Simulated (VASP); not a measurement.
Calculation: PBE GGA, VASP's PBE PAW potentials (set 64) (plane waves; VASP).

VASP input:

INCAR:
```
ALGO=Normal
EDIFF=1E-6
ENCUT=400
GGA=PE
ISIF=2
ISMEAR=1
LASPH=.True.
LCHARG=.False.
LMAXMIX=4
LREAL=.False.
LWAVE=.False.
NELM=100
PREC=Accurate
SIGMA=0.02
SYSTEM=Ru
```

KPOINTS:
```
Automatic mesh
0
Gamma
14 14 8
0 0 0
```

File POSCAR:
```
Ru
1
    1.3821000000    -2.3938680000     0.0000000000
    1.3821000000     2.3938680000     0.0000000000
    0.0000000000     0.0000000000     4.3656000000
Ru
2
Direct
  0.3333330000   0.6666670000   0.2500000000
  0.6666670000   0.3333330000   0.7500000000
```

POTCAR, in this order: Ru_pv (PBE.64 set). Program: vasp_std.

Problem. What does the run give for the energy per atom (σ→0), pressure, band gap (on the k-mesh)?

Solution. 
```
Quantity                                                    Result
------------------------  ----------------------------------------
energy per atom (σ→0)                               -9.201 eV/atom
band gap (on the k-mesh)  none (metal, semimetal or under 0.01 eV)
pressure                                                -14.28 GPa
```

File OSZICAR:
```
...
DAV:   6    -0.184800296130E+02    0.13283E+01   -0.38486E+00  4358   0.201E+01    0.349E+00
DAV:   7    -0.184092220133E+02    0.70808E-01   -0.22050E-01  4422   0.426E+00    0.939E-01
DAV:   8    -0.184016626631E+02    0.75594E-02   -0.59021E-03  4482   0.897E-01    0.246E-01
DAV:   9    -0.184014608674E+02    0.20180E-03   -0.63639E-04  5404   0.273E-01    0.446E-02
DAV:  10    -0.184014723663E+02   -0.11499E-04   -0.23385E-05  5042   0.453E-02    0.113E-02
DAV:  11    -0.184014744925E+02   -0.21262E-05   -0.17321E-06  2978   0.123E-02    0.275E-03
DAV:  12    -0.184014744929E+02   -0.38654E-09   -0.10002E-07  2190   0.284E-03
   1 F= -.18401474E+02 E0= -.18401515E+02  d E =0.122094E-03
```

The compound is Ru in the hcp structure. The cell was not relaxed at this level. The run is one of a series of settings (SIGMA = 0.02 against the base run), some of them coarse on purpose.
